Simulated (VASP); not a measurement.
# Mg3CdSe2O2 (P-4m2) in VASP: a series of runs, part 2 of 2

VASP 6.6.1. The steps go on from the part before.

## Step 3: Relaxation of cell and atoms, PBE

This run uses another cell than the first one, of 18.54 Å³/atom, 1.006 times its volume.

Contents of INCAR:

```
SYSTEM = Mg3CdSe2O2
PREC = Accurate
ENCUT = 520
EDIFF = 1E-7
ISMEAR = 0
SIGMA = 0.03
LREAL = .False.
LASPH = .True.
NELM = 120
ALGO = Normal
ISIF = 3
LWAVE = .False.
LCHARG = .False.
GGA = PE
IBRION = 2
NSW = 60
EDIFFG = -0.005
POTIM = 0.3
KPAR = 4
```

Contents of KPOINTS:

```
Automatic mesh
0
Gamma
  6 6 4
  0 0 0
```

Contents of POSCAR:

```
Mg3CdSe2O2                              
1.0
    3.8881723081      0.0000000000      0.0000000000
    0.0000000000      3.8881723081      0.0000000000
   -0.0000000000      0.0000000000      9.8130560280
  Mg              Cd              Se              O             
     3     1     2     2
Direct
     1.0000000000000000    0.0000000000000000    0.0000000000000000
     0.5000000000000000    0.5000000000000000    0.8482595738027550
     0.5000000000000000    0.5000000000000000    0.1517404261972451
     0.0000000000000000    0.0000000000000000    0.5000000000000000
     0.5000000000000000    0.0000000000000000    0.6807796092821471
     0.0000000000000000    0.5000000000000000    0.3192203907178530
     0.5000000000000000    0.0000000000000000    0.0614888700784941
     0.0000000000000000    0.5000000000000000    0.9385111299215058
```

Potentials or basis: VASP PAW PBE potentials, release 64 (Mg, Cd, Se, O).

Command:

```
$ cat potpaw_PBE.64/Mg/POTCAR potpaw_PBE.64/Cd/POTCAR potpaw_PBE.64/Se/POTCAR potpaw_PBE.64/O/POTCAR > POTCAR
$ mpirun -np 4 vasp_std > vasp.out
```

Wall time 86 s (4 MPI ranks of Intel Xeon Platinum 8559C (Emerald Rapids), shared host); peak memory 0.35 GiB.

The run converged. Its results:

```
Free energy               : -35.2683 eV
Energy gained by relaxing : 0.0 meV/atom
Ionic steps               : 5
Pressure after relaxing   : 0.0 GPa
Band gap on the k mesh    : 1.09 eV, indirect (least direct gap 1.17 eV)
```

Final structure:
```
Mg Cd Se O
1.0
     3.88885    0.00000    0.00000
     0.00000    3.88885    0.00000
     0.00000    0.00000    9.80995
Mg Cd Se O
3 1 2 2
Direct
  0.00000 0.00000 0.00000
  0.50000 0.50000 0.84802
  0.50000 0.50000 0.15198
  0.00000 0.00000 0.50000
  0.50000 0.00000 0.68066
  0.00000 0.50000 0.31934
  0.50000 0.00000 0.06186
  0.00000 0.50000 0.93814
```

Levels at points of the mesh, in eV from the valence-band top:
| k point | band 17 | band 18 | band 19 | band 20 | band 21 | band 22 | band 23 | band 24 | band 25 | band 26 |
| --- | --- | --- | --- | --- | --- | --- | --- | --- | --- | --- |
| (0.00, 0.00, 0.00) | -1.09 | -0.82 | -0.82 | -0.08 | -0.08 | 1.09 | 4.11 | 4.23 | 5.15 | 5.57 |
| (0.50, 0.00, 0.00) | -2.19 | -1.79 | -1.72 | -0.31 | -0.02 | 2.90 | 3.84 | 4.86 | 4.87 | 6.18 |
| (0.50, 0.50, 0.00) | -2.47 | -2.05 | -1.91 | -1.76 | -1.76 | 3.39 | 3.42 | 3.42 | 5.58 | 5.59 |
| (0.00, 0.00, 0.50) | -2.24 | -0.82 | -0.82 | -0.06 | -0.06 | 2.53 | 2.69 | 4.44 | 5.03 | 5.41 |
| (0.50, 0.00, 0.50) | -2.33 | -1.56 | -1.52 | -0.31 | -0.02 | 2.67 | 3.61 | 5.18 | 5.33 | 6.27 |
| (0.50, 0.50, 0.50) | -2.37 | -2.31 | -1.97 | -1.86 | -1.86 | 3.19 | 3.98 | 3.98 | 5.15 | 5.15 |

A k mesh can miss the band edges. A hybrid or GW would open this gap; PBE tends to underestimate it.

## Step 4: Single point, r2SCAN

This run uses another cell than the first one, of 18.54 Å³/atom, 1.006 times its volume.

Contents of INCAR:

```
SYSTEM = Mg3CdSe2O2
PREC = Accurate
ENCUT = 520
EDIFF = 1E-6
ISMEAR = 0
SIGMA = 0.03
LREAL = .False.
LASPH = .True.
NELM = 150
ALGO = Normal
ISIF = 2
LWAVE = .False.
LCHARG = .False.
METAGGA = R2SCAN
LMIXTAU = .True.
NBANDS = 31
KPAR = 4
```

KPOINTS is that of step 3.

Contents of POSCAR:

```
Mg3CdSe2O2                              
1.0
    3.8888461519      0.0000000000     -0.0000000000
    0.0000000000      3.8888461519      0.0000000000
    0.0000000000      0.0000000000      9.8099466768
  Mg              Cd              Se              O             
     3     1     2     2
Direct
     0.0000000000000000    0.0000000000000000    1.0000000000000000
     0.5000000000000000    0.5000000000000000    0.8480198243113378
     0.5000000000000000    0.5000000000000000    0.1519801756886622
     0.0000000000000000    0.0000000000000000    0.5000000000000000
     0.5000000000000000    0.0000000000000000    0.6806573918766425
     0.0000000000000000    0.5000000000000000    0.3193426081233575
     0.5000000000000000    0.0000000000000000    0.0618626191137927
     0.0000000000000000    0.5000000000000000    0.9381373808862072
```

Potentials or basis: VASP PAW PBE potentials, release 64 (Mg, Cd, Se, O).

Command:

```
$ cat potpaw_PBE.64/Mg/POTCAR potpaw_PBE.64/Cd/POTCAR potpaw_PBE.64/Se/POTCAR potpaw_PBE.64/O/POTCAR > POTCAR
$ mpirun -np 4 vasp_std > vasp.out
```

OUTCAR:

```text
SYSTEM = Mg3CdSe2O2
   PREC = Accurate
   ENCUT = 520
   EDIFF = 1E-6
   ISMEAR = 0
   LREAL = .False.
   LASPH = .True.
   NELM = 150
   ISIF = 2
   METAGGA = R2SCAN

 ion  position               nearest neighbor table
   1  0.000  0.000  0.000-   7 2.04   7 2.04   8 2.04   8 2.04   2 3.13   3 3.13   2 3.13   2 3.13
                             3 3.13   3 3.13   2 3.13   3 3.13
   2  0.500  0.500  0.848-   8 2.14   8 2.14   5 2.54   5 2.54   3 2.98   1 3.13   1 3.13   1 3.13
                             1 3.13
   3  0.500  0.500  0.152-   7 2.14   7 2.14   6 2.54   6 2.54   2 2.98   1 3.13   1 3.13   1 3.13
                             1 3.13
   4  0.000  0.000  0.500-   5 2.63   6 2.63   6 2.63   5 2.63
[... 1035 lines left out ...]
  in kB      -24.7583786    -24.7583786    -20.6122197      0.0000000      0.0000000     -0.0000000
  external PRESSURE =     -23.3763256 kB  Pullay stress =       0.0000000 kB

 VOLUME and BASIS-vectors are now :
 -----------------------------------------------------------------------------
  energy-cutoff  :      520.00
  volume of cell :      148.36
      direct lattice vectors                 reciprocal lattice vectors
     3.888846152  0.000000000  0.000000000     0.257145683  0.000000000  0.000000000
     0.000000000  3.888846152  0.000000000     0.000000000  0.257145683  0.000000000
     0.000000000  0.000000000  9.809946677     0.000000000  0.000000000  0.101937353

 POSITION                                       TOTAL-FORCE (eV/Angst)
 -----------------------------------------------------------------------------------
      0.00000      0.00000      0.00000         0.000000     -0.000000      0.000000
      1.94442      1.94442      8.31903         0.000000      0.000000      0.001055
      1.94442      1.94442      1.49092         0.000000      0.000000     -0.001055
      0.00000      0.00000      4.90497         0.000000     -0.000000      0.000000
      1.94442      0.00000      6.67721         0.000000     -0.000000      0.013861
      0.00000      1.94442      3.13273         0.000000     -0.000000     -0.013861
      1.94442      0.00000      0.60687         0.000000     -0.000000     -0.046123
      0.00000      1.94442      9.20308         0.000000     -0.000000      0.046123
 -----------------------------------------------------------------------------------
    total drift:                                0.000000     -0.000000      0.000000

  FREE ENERGIE OF THE ION-ELECTRON SYSTEM (eV)
  ---------------------------------------------------
  free  energy   TOTEN  =       -87.7994560177 eV

  energy  without entropy=      -87.7994560177  energy(sigma->0) =      -87.79945602
```

stdout:

```text
POSCAR found type information on POSCAR MgCdSeO
 POSCAR found :  4 types and       8 ions
 scaLAPACK will be used
 -----------------------------------------------------------------------------
|                                                                             |
|                                                                             |
|     You enforced a specific xc type in the INCAR file but a different       |
|     I HOPE YOU KNOW WHAT YOU ARE DOING!                                     |
|                                                                             |
 -----------------------------------------------------------------------------

 LDA part: xc-table for (None), standard interpolation
 POSCAR, INCAR and KPOINTS ok, starting setup
 FFT: planning ... GRIDC
 FFT: planning ... GRID_SOFT
 FFT: planning ... GRID
 WAVECAR not read
 entering main loop
```

Wall time 2.6 min (4 MPI ranks of Intel Xeon Platinum 8559C (Emerald Rapids), shared host); peak memory 0.37 GiB.

Results:

| Item | Value |
| --- | --- |
| Free energy | -87.7995 eV |
| Pressure | -2.3 GPa |
| Largest force | 0.046 eV/Å |
| Band gap on the k mesh | 1.67 eV, indirect (least direct gap 1.75 eV) |

Forces on the atoms (eV/Å):
```
Mg   0.000  0.000  0.000
Mg   0.000  0.000  0.001
Mg   0.000  0.000 -0.001
Cd   0.000  0.000  0.000
Se   0.000  0.000  0.014
Se   0.000  0.000 -0.014
O    0.000  0.000 -0.046
O    0.000  0.000  0.046
```

Levels at points of the mesh, in eV from the valence-band top:
| k point | band 18 | band 19 | band 20 | band 21 | band 22 | band 23 | band 24 | band 25 |
| --- | --- | --- | --- | --- | --- | --- | --- | --- |
| (0.00, 0.00, 0.00) | -0.85 | -0.85 | -0.08 | -0.08 | 1.67 | 4.60 | 4.79 | 5.74 |
| (0.50, 0.00, 0.00) | -1.86 | -1.78 | -0.33 | -0.01 | 3.38 | 4.38 | 5.51 | 5.51 |
| (0.50, 0.50, 0.00) | -2.12 | -2.00 | -1.82 | -1.82 | 3.83 | 3.83 | 3.83 | 6.09 |
| (0.00, 0.00, 0.50) | -0.85 | -0.85 | -0.07 | -0.07 | 3.01 | 3.28 | 4.91 | 5.57 |
| (0.50, 0.00, 0.50) | -1.63 | -1.58 | -0.33 | -0.01 | 3.15 | 4.13 | 5.83 | 6.02 |
| (0.50, 0.50, 0.50) | -2.36 | -2.06 | -1.92 | -1.92 | 3.64 | 4.35 | 4.35 | 5.76 |

Caveat: the PAW data sets were made with another functional, which shifts forces and pressure a little.
